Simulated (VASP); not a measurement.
Here is the system:

```
CELL_PARAMETERS angstrom
      4.37317     0.00000     0.00000
      0.00000     4.37317     0.00000
      0.00000     0.00000     2.83373
ATOMIC_POSITIONS crystal
  Mn 0.00000 0.00000 0.00000
  Mn 0.50000 0.50000 0.50000
  O  0.30349 0.30349 0.00000
  O  0.80349 0.19651 0.50000
  O  0.19651 0.80349 0.50000
  O  0.69651 0.69651 0.00000
```
Starting moments (μB, in the order of the record's atoms Mn Mn O O O O): 2.4 -2.4 0.0 0.0 0.0 0.0.

All values below come from PBEsol GGA, VASP's PBE PAW potentials (set 64) (plane waves; VASP 6.6.1). Settings: 620 eV cut-off, 7×7×11 Γ-centred mesh, first-order Methfessel-Paxton smearing of 0.10 eV, potentials Mn_pv O.

### Question
Predict the cell moment, energy per atom (σ→0), band gap (on the k-mesh) with the smallest direct gap where there is one.

### Answer

- band gap (on the k-mesh): none (metal, semimetal or under 0.01 eV)
- cell moment: 0.00 μB
- energy per atom (σ→0): -8.436 eV/atom

### Question
Give the moment on each site (PAW-sphere projection).

### Answer

| site | moment (μB) |
|---|---|
| Mn1 | 2.43 |
| Mn2 | -2.43 |
| O3 | -0.05 |
| O4 | 0.05 |
| O5 | 0.05 |
| O6 | -0.05 |

The compound is MnO2 in the rutile structure. It was relaxed first.
